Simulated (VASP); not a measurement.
Here is the system:

```xyz
4
Lattice="3.1950 0.0000 0.0000 -1.5975 2.7669 0.0000 0.0000 0.0000 10.2799" Properties=species:S:1:pos:R:3 pbc="T T T"
Cd     0.0000     0.0000     0.0000
Cd     0.0000     0.0000     5.1399
Cd     0.0000     1.8446     2.5700
Cd     1.5975     0.9223     7.7099
```

Method: LDA (Ceperley-Alder, Perdew-Zunger), VASP's LDA PAW potentials (set 64) (plane waves; VASP). Numerical set-up: 420 eV cut-off, 11×11×5 Γ-centred mesh, first-order Methfessel-Paxton smearing of 0.10 eV, potentials Cd.

Energy and stress use the plane-wave basis of the starting cell.

**Question.** The ions, cell shape and volume are relaxed. What does this cell relax into?

**Answer.** 
```xyz
4
Lattice="3.0409 0.0000 0.0000 -1.5204 2.6335 0.0000 0.0000 0.0000 9.9433" Properties=species:S:1:pos:R:3 pbc="T T T"
Cd     0.0000     0.0000     0.0000
Cd     0.0000     0.0000     4.9716
Cd     0.0000     1.7556     2.4858
Cd     1.5204     0.8778     7.4574
```
Space group P6_3/mmc (194), at a tolerance of 0.03 Å.

**Question.** How do energy and volume change from the first to the last step?

**Answer.** The energy (σ→0) changes by -70.8 meV/atom and the volume by -12.4 %, in 10 ionic steps.

```tsv
step	E(σ→0) (eV)	max force (eV/Å)	pressure (GPa)	volume (Å³)
1	-5.7785	0.000	-6.86	90.88
2	-6.0565	0.000	0.97	78.67
3	-6.0594	0.000	0.05	79.61
4	-6.0593	0.000	-0.16	79.83
5	-6.0608	0.000	-0.19	79.83
6	-6.0612	0.000	-0.20	79.83
7	-6.0614	0.000	-0.20	79.83
8	-6.0614	0.000	-0.20	79.83
9	-6.0615	0.000	0.12	79.50
10	-6.0615	0.000	-0.01	79.63
```

The structure was generated: Cd was put into an ordered model structure, which need not be its known phase. This run relaxes it. Symmetry was kept, so distortions that lower it aren't found. The run is one of a series of settings (EDIFF = 1E-09, EDIFFG = -0.005, ENCUT = 420, IBRION = 2, ISIF = 3, NSW = 50, KPOINTS 11×11×5 Γ-centred mesh against the base run), some of them coarse on purpose.
